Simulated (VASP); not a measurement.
Here is a VASP 6.6.1 calculation.

INCAR

```
PREC = Normal
ENCUT = 520
EDIFF = 1E-4
ISMEAR = 0
SIGMA = 0.15
LREAL = False
LASPH = True
NELM = 60
ALGO = Fast
ISIF = 3
LWAVE = False
LCHARG = False
GGA = PE
IBRION = 2
NSW = 24
EDIFFG = -0.08
KPAR = 2
```

Contents of KPOINTS:

```
regular mesh
0
Gamma
  3 3 3
```

Contents of POSCAR:

```
Mg3CdSe2O2
1.0
    6.1707535300      0.0000000000      0.0000000000
   -3.0853767700      5.3440293200      0.0000000000
    0.0000000000      0.0000000000      5.5354667200
Mg Cd Se O
3 1 2 2
Direct
    0.1515066500      0.8484933500      0.0000000000
    0.1515066500      0.3030132900      0.0000000000
    0.6969867100      0.8484933500      0.0000000000
    0.6666666700      0.3333333300      0.5000000000
    0.3333333300      0.6666666700      0.5000000000
    0.0000000000      0.0000000000      0.5000000000
    0.6666666700      0.3333333300      0.0000000000
    0.0000000000      0.0000000000      0.0000000000
```

Potentials or basis: VASP PAW PBE potentials, release 64 (Mg, Cd, Se, O).

The run is started by

```sh
$ cat potpaw_PBE.64/Mg/POTCAR potpaw_PBE.64/Cd/POTCAR potpaw_PBE.64/Se/POTCAR potpaw_PBE.64/O/POTCAR > POTCAR
$ mpirun -np 2 vasp_std > vasp.out
```

Problem. Estimate the relaxed volume.

Solution. 19.33 Å³/atom.

Problem. What does it give for the band gap on the k mesh?

Solution. None (metal or under the smearing width).

Problem. What does it give for the relaxed cell?

Solution. a = 6.225 Å, b = 6.225 Å, c = 4.608 Å, α = 90.00°, β = 90.00°, γ = 120.00°.

Problem. Estimate the space group after relaxing (to 0.05 Å).

Solution. P-6m2 (No. 187).

Stress tensor (GPa, compression positive):
```
 0.24  0.00  0.00
 0.00  0.24  0.00
 0.00  0.00 -0.35
```

Caveat: the k mesh is coarse (spacing up to 0.39 Å⁻¹), so the values aren't converged; the volume moved by over 15 % at a fixed basis, so the end points are rough.
